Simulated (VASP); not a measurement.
Energy against volume of ZrO₂ (fluorite). Method: SCAN meta-GGA, VASP's PBE PAW potentials (set 64) (plane waves; VASP). Run with 520 eV cut-off, 8×8×8 Γ-centred mesh, Gaussian smearing of 0.050 eV, potentials Zr_sv O.

```tsv
V (Å³/atom)	E (eV/atom)
10.306	-18.09465
10.635	-18.12224
10.964	-18.13120
11.292	-18.12411
```

Fit these four points and predict the energy of the run at 11.621 Å³/atom.

A cubic in V^(−2/3), the third-order Birch-Murnaghan form, passes through the four points with V0 = 10.97 Å³/atom and B0 = 260 GPa, and gives -18.1031 eV/atom there. The run gave -18.1033 eV/atom, -0.2 meV/atom from the fit; all five points give B0 = 258 GPa.

The compound is ZrO2 in the fluorite structure, the high-temperature cubic form, which is unstable at 0 K; the monoclinic form is the stable one. It was relaxed first.
